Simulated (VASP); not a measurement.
# BeAs2 (F-43m) in VASP: a series of runs

One crystal, BeAs2, is run at these levels: PBE; tasks: single point, relaxation of cell and atoms.

Program: VASP 6.6.1. These are calculated values, not measurements. Logs are shortened: lines on timing, memory, paths and dates and some standing lists are left out, and cuts for length are marked.

## 1. The cell of the first run

It takes space group F-43m (No. 216, cubic). Conventional cell: a = 6.448 Å, b = 6.448 Å, c = 6.448 Å, α = 90.00°, β = 90.00°, γ = 90.00°. Be (site symmetry -43m) is surrounded by 4 As at 2.79 Å. Around As (site symmetry -43m) lie 4 As at 2.79 Å. Around As (site symmetry -43m) lie 4 Be at 2.79 Å and 4 As at 2.79 Å.

The cell was built by a generator and needn't be a form met in nature.

## 2. Single point, PBE (random cell by space group and Wyckoff sites (F-43m, No. 216))

INCAR

```
SYSTEM = BeAs2
  PREC = Accurate
  ENCUT = 520
  EDIFF = 1E-7
  ISMEAR = 0
  SIGMA = 0.1
  LREAL = .False.
  LASPH = .True.
  NELM = 80
  ALGO = Normal
  ISIF = 2
  LWAVE = .False.
  LCHARG = .True.
  GGA = PE
  LELF = .True.
  LVHAR = .True.
  NBANDS = 13
```

KPOINTS

```
Automatic mesh
0
Gamma
  6 6 6
  0 0 0
```

POSCAR

```
BeAs2
1.0
    0.0000000000      3.2241101600      3.2241101600
    3.2241101600      0.0000000000      3.2241101600
    3.2241101600      3.2241101600      0.0000000000
Be As
1 2
Direct
    0.7500000000      0.7500000000      0.7500000000
    0.2500000000      0.2500000000      0.2500000000
    0.0000000000      0.0000000000      0.0000000000
```

Potentials or basis: VASP PAW PBE potentials, release 64 (Be, As).

On the command line:

```
$ cat potpaw_PBE.64/Be/POTCAR potpaw_PBE.64/As/POTCAR > POTCAR
$ mpirun -np 1 vasp_std > vasp.out
```

OUTCAR:

```text
SYSTEM = BeAs2
   PREC = Accurate
   ENCUT = 520
   EDIFF = 1E-7
   ISMEAR = 0
   LREAL = .False.
   LASPH = .True.
   NELM = 80
   ISIF = 2
   GGA = PE

 ion  position               nearest neighbor table
   1  0.750  0.750  0.750-
   2  0.250  0.250  0.250-   3 2.79   3 2.79   3 2.79   3 2.79
   3  0.000  0.000  0.000-   2 2.79   2 2.79   2 2.79   2 2.79

  LATTYP: Found a face centered cubic cell.
 ALAT       =     6.4482203200

  Lattice vectors:

 A1 = (   0.0000000000,   3.2241101600,   3.2241101600)
 A2 = (   3.2241101600,   0.0000000000,   3.2241101600)
 A3 = (   3.2241101600,   3.2241101600,   0.0000000000)

Analysis of symmetry for initial positions (statically):
=====================================================================
 Subroutine PRICEL returns:
 Original cell was already a primitive cell.

 Routine SETGRP: Setting up the symmetry group for a
 face centered cubic supercell.

 Subroutine GETGRP returns: Found 24 space group operations
 (whereof 24 operations were pure point group operations)
 out of a pool of 48 trial point group operations.

The static configuration has the point symmetry T_d .

Analysis of symmetry for dynamics (positions and initial velocities):
=====================================================================
 Subroutine PRICEL returns:
 Original cell was already a primitive cell.

 Routine SETGRP: Setting up the symmetry group for a
 face centered cubic supercell.

 Subroutine GETGRP returns: Found 24 space group operations
 (whereof 24 operations were pure point group operations)
 out of a pool of 48 trial point group operations.

The dynamic configuration has the point symmetry T_d .

 Subroutine INISYM returns: Found 24 space group operations
 (whereof 24 operations are pure point group operations),
 and found     1 'primitive' translations

----------------------------------------------------------------------------------------

                                     Primitive cell

  volume of cell :      67.0285

  direct lattice vectors                    reciprocal lattice vectors
     0.000000000  3.224110160  3.224110160    -0.155081550  0.155081550  0.155081550
     3.224110160  0.000000000  3.224110160     0.155081550 -0.155081550  0.155081550
     3.224110160  3.224110160  0.000000000     0.155081550  0.155081550 -0.155081550

  length of vectors
     4.559580315  4.559580315  4.559580315     0.268609123  0.268609123  0.268609123

  position of ions in fractional coordinates (direct lattice)
     0.750000000  0.750000000  0.750000000
     0.250000000  0.250000000  0.250000000
     0.000000000  0.000000000  0.000000000

  ion indices of the primitive-cell ions
   primitive index   ion index
                 1           1
                 2           2
                 3           3

----------------------------------------------------------------------------------------

 KPOINTS: Automatic mesh

Automatic generation of k-mesh.
 Grid dimensions read from file:
 generate k-points for:    6    6    6

 Generating k-lattice:

  Cartesian coordinates                     Fractional coordinates (reciprocal lattice)
    -0.025846925  0.025846925  0.025846925     0.166666667  0.000000000  0.000000000
     0.025846925 -0.025846925  0.025846925     0.000000000  0.166666667  0.000000000
     0.025846925  0.025846925 -0.025846925     0.000000000  0.000000000  0.166666667

  Length of vectors
     0.044768187  0.044768187  0.044768187

  Shift w.r.t. Gamma in fractional coordinates (k-lattice)
     0.000000000  0.000000000  0.000000000

 Subroutine IBZKPT returns following result:
 ===========================================

 Found     16 irreducible k-points:

 Following reciprocal coordinates:
            Coordinates               Weight
  0.000000  0.000000  0.000000      1.000000
  0.166667  0.000000  0.000000      8.000000
  0.333333  0.000000  0.000000      8.000000
  0.500000  0.000000  0.000000      4.000000
  0.166667  0.166667  0.000000      6.000000
  0.333333  0.166667  0.000000     24.000000
[... 8 lines left out ...]
 -0.333333  0.333333  0.166667     24.000000
 -0.333333  0.500000  0.166667     12.000000
   k-points           NKPTS =     16   k-points in BZ     NKDIM =     16   number of bands    NBANDS=     13
   number of dos      NEDOS =    301   number of ions     NIONS =      3
   total plane-waves  NPLWV =  46656
   dimension x,y,z NGX =    36 NGY =   36 NGZ =   36
   dimension x,y,z NGXF=    72 NGYF=   72 NGZF=   72
   ions per type =               1   2
   NGX,Y,Z   is equivalent  to a cutoff of  13.13, 13.13, 13.13 a.u.
   NGXF,Y,Z  is equivalent  to a cutoff of  26.25, 26.25, 26.25 a.u.
 SYSTEM =  BeAs2
   PREC   = accura    normal or accurate (medium, high low for compatibility)
   ISTART =      0    job   : 0-new  1-cont  2-samecut
   ICHARG =      2    charge: 1-file 2-atom 10-const
   ISPIN  =      1    spin polarized calculation?
   LNONCOLLINEAR =      F non collinear calculations
   LSORBIT =      F    spin-orbit coupling
   LASPH  =      T    aspherical Exc in radial PAW
   ENCUT  =  520.0 eV  38.22 Ry    6.18 a.u.   8.48  8.48  8.48*2*pi/ulx,y,z
   NELM   =     80;   NELMIN=  2; NELMDL= -5     # of ELM steps
   EDIFF  = 0.1E-06   stopping-criterion for ELM
   LREAL  =      F    real-space projection
   EDIFFG = 0.1E-05   stopping-criterion for IOM
   NSW    =      0    number of steps for IOM
   IBRION =     -1    ionic relax: 0-MD 1-quasi-New 2-CG
   NFREE  =      0    steps in history (QN), initial steepest desc. (CG)
   ISIF   =      2    stress and relaxation
   ISYM   =      2    0-nonsym 1-usesym 2-fastsym
   POTIM  = 0.5000    time-step for ionic-motion
   TEBEG  =    0.0;   TEEND  =   0.0 temperature during run
   PSTRESS=    0.0 pullay stress
   NELECT =      12.0000    total number of electrons
   NUPDOWN=      -1.0000    fix difference up-down
   EMIN   =  10.00;   EMAX   =-10.00  energy-range for DOS
   EFERMI =   0.00;   METHOD = LEGACY
   ISMEAR =     0;   SIGMA  =   0.10  broadening in eV -4-tet -1-fermi 0-gaus
   EFERMI_NEDOS =   21; number of points for ismear=-14 and -15
   IALGO  =     38    algorithm
   IMIX   =      4    mixing-type and parameters
     AMIX     =   0.40;   BMIX     =  1.00
     AMIX_MAG =   1.60;   BMIX_MAG =  1.00
  volume/ion in A,a.u.               =      22.34       150.78
  Fermi-wavevector in a.u.,A,eV,Ry     =   0.922675  1.743603 11.583034  0.851329
  Thomas-Fermi vector in A             =   2.048228
   LORBIT       =      0    0 simple, 1 ext, 2 COOP (PROOUT), +10 PAW based schemes
   GGA     = PE    functional components
   LHFCALC =     F    Hartree Fock is set to
   AEXX    =    0.0000 exact exchange contribution
   IVDW    =     0    specifies the selected vdW correction
   LEPSILON=     F    determine dielectric tensor
   LRPA    =     F    only Hartree local field effects (RPA)
 non-spin polarized calculation
 Gauss-broadening in eV      SIGMA  =   0.10
  energy-cutoff  :      520.00
  volume of cell :       67.03
 maximum number of plane-waves:      1821
 NGX is ok and might be reduce to    36
   NGX = 17   NGY = 17   NGZ = 17

 number of electron      12.0000001 magnetization

 Free energy of the ion-electron system (eV)
  ---------------------------------------------------
  ext. energy  EPLUGINS =         0.00000000
  ---------------------------------------------------
  free energy    TOTEN  =       -10.87951918 eV

  energy without entropy =      -10.86950312  energy(sigma->0) =      -10.87451115

 E-fermi :   3.4155     XC(G=0):  -9.0370

 val. band max:        3.3814017127   @ k =  -0.3333   0.1667   0.0000
 cond. band min:       3.5000743157   @ k =   0.3333   0.0000   0.0000
 fundamental gap:      0.1186726030
 Fermi energy:         3.4154875431

 k-point     1 :       0.0000    0.0000    0.0000
  band No.  band energies     occupation
      1      -9.7921      2.00000
      2      -3.6472      2.00000
      3       1.2412      2.00000
      4       1.2412      2.00000
      5       1.2412      2.00000
      6       2.6949      2.00000
      7       2.6949      2.00000
      8       2.6949      2.00000
      9       3.5951      0.01110
     10       7.6599      0.00000
     11       7.6599      0.00000
     12       7.6599      0.00000
     13       9.8538      0.00000

 k-point     2 :       0.1667    0.0000    0.0000
  band No.  band energies     occupation
      1      -9.5837      2.00000
      2      -4.2538      2.00000
      3       0.4540      2.00000
      4       0.8657      2.00000
      5       0.8657      2.00000
      6       3.0014      2.00000
      7       3.1482      1.99984
      8       3.1482      1.99984
      9       5.1374      0.00000
     10       7.2060      0.00000
     11       7.2060      0.00000
     12       7.6675      0.00000
     13      11.1686      0.00000

 k-point     3 :       0.3333    0.0000    0.0000
  band No.  band energies     occupation
      1      -9.0329      2.00000
      2      -5.4756      2.00000
      3      -0.4354      2.00000
      4       0.4261      2.00000
      5       0.4261      2.00000
      6       3.5001      0.23160
      7       3.5001      0.23160
      8       4.3982      0.00000
      9       6.0311      0.00000
     10       7.5217      0.00000
     11       7.5217      0.00000
     12       8.7801      0.00000
     13      11.7050      0.00000
[... 177 lines left out ...]
 k-point    15 :      -0.3333    0.3333    0.1667
  band No.  band energies     occupation
      1      -8.0409      2.00000
      2      -6.7617      2.00000
      3      -1.8710      2.00000
      4      -0.8027      2.00000
      5       1.9394      2.00000
      6       3.1370      1.99992
      7       4.3963      0.00000
      8       5.5534      0.00000
      9       6.6923      0.00000
     10       7.8182      0.00000
     11       8.4771      0.00000
     12       9.0720      0.00000
     13      11.8550      0.00000

 k-point    16 :      -0.3333    0.5000    0.1667
  band No.  band energies     occupation
      1      -7.5121      2.00000
      2      -7.3270      2.00000
      3      -1.6583      2.00000
      4      -1.2510      2.00000
      5       1.6521      2.00000
      6       2.9130      2.00000
      7       4.5515      0.00000
      8       6.0888      0.00000
      9       7.6267      0.00000
     10       8.1289      0.00000
     11       8.5938      0.00000
     12       8.8868      0.00000
     13      11.9496      0.00000

------------------------ aborting loop because EDIFF is reached ----------------------------------------

  FORCE on cell =-STRESS in cart. coord.  units (eV):
  Direction    XX          YY          ZZ          XY          YZ          ZX
  --------------------------------------------------------------------------------------
  -------------------------------------------------------------------------------------
  Total       -2.7979775     -2.7979775     -2.7979775      0.0000000      0.0000000      0.0000000
  in kB      -66.8798342    -66.8798342    -66.8798342      0.0000000      0.0000000      0.0000000
  external PRESSURE =     -66.8798342 kB  Pullay stress =       0.0000000 kB

 VOLUME and BASIS-vectors are now :
 -----------------------------------------------------------------------------
  energy-cutoff  :      520.00
  volume of cell :       67.03
      direct lattice vectors                 reciprocal lattice vectors
     0.000000000  3.224110160  3.224110160    -0.155081550  0.155081550  0.155081550
     3.224110160  0.000000000  3.224110160     0.155081550 -0.155081550  0.155081550
     3.224110160  3.224110160  0.000000000     0.155081550  0.155081550 -0.155081550

 POSITION                                       TOTAL-FORCE (eV/Angst)
 -----------------------------------------------------------------------------------
      4.83617      4.83617      4.83617        -0.000000     -0.000000     -0.000000
      1.61206      1.61206      1.61206         0.000000      0.000000      0.000000
      0.00000      0.00000      0.00000         0.000000      0.000000     -0.000000
 -----------------------------------------------------------------------------------
    total drift:                                0.000000      0.000000      0.000000

  FREE ENERGIE OF THE ION-ELECTRON SYSTEM (eV)
  ---------------------------------------------------
  free  energy   TOTEN  =       -10.8795191831 eV

  energy  without entropy=      -10.8695031154  energy(sigma->0) =      -10.87451115
```

It took 14 s on 1 thread of Intel Xeon 6975P-C (Granite Rapids), shared host; peak memory 0.2 GiB.

What came out:

```yaml
Free_energy: -10.8795 eV
Pressure: -6.7 GPa
Band_gap_on_the_k_mesh: none (metal or under the smearing width)
```

(Part 1 of 2 ends here.)
